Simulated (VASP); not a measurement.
Computed with r2SCAN meta-GGA, VASP's PBE PAW potentials (set 64) (plane waves; VASP).

VASP ran on this input.

### INCAR
```
ALGO=Normal
EDIFF=1E-6
EDIFFG=-0.02
ENCUT=400
IBRION=2
ISIF=3
ISMEAR=1
ISPIN=2
LASPH=T
LCHARG=F
LMAXMIX=4
LMIXTAU=T
LORBIT=10
LREAL=F
LWAVE=F
METAGGA=R2SCAN
NELM=100
NSW=60
PREC=Accurate
SIGMA=0.1
SYSTEM=Fe2Ge
```

**KPOINTS**
```
Automatic mesh
0
Gamma
8 8 6
0 0 0
```

POSCAR:
```
Fe2Ge
1
    4.0565368976     0.0000000000    -0.0000000000
   -2.0282684488     3.5130636169     0.0000000000
    0.0000000000     0.0000000000     4.9140127623
Fe Ge
4 2
Direct
  0.0000000000   0.0000000000   1.0000000000
  0.0000000000   0.0000000000   0.5000000000
  0.6666670000   0.3333330000   0.7500000000
  0.3333330000   0.6666670000   0.2500000000
  0.6666670000   0.3333330000   0.2500000000
  0.3333330000   0.6666670000   0.7500000000
```

POTCAR, in this order: Fe Ge_d (PBE.64 set). Program: vasp_std. The INCAR's line for the spin-polarised start is left out here.

What will the output report for the number of irreducible k-points (NKPTS), number of bands (NBANDS), largest plane-wave count, number of space-group operations, FFT grid (NGX, NGY, NGZ)?

```json
{
  "number of irreducible k-points (NKPTS)": "40",
  "number of bands (NBANDS)": "40",
  "largest_plane_wave_count": "1295",
  "number_of_space_group_operations": "24",
  "FFT grid (NGX, NGY, NGZ)": "28 × 28 × 32"
}
```

The structure comes from a computed database's Fe2Ge entry (P6_3/mmc); how it stands against other phases isn't given here. This run relaxes it. Symmetry was kept, so distortions that lower it aren't found. The start is the result of an earlier pass.
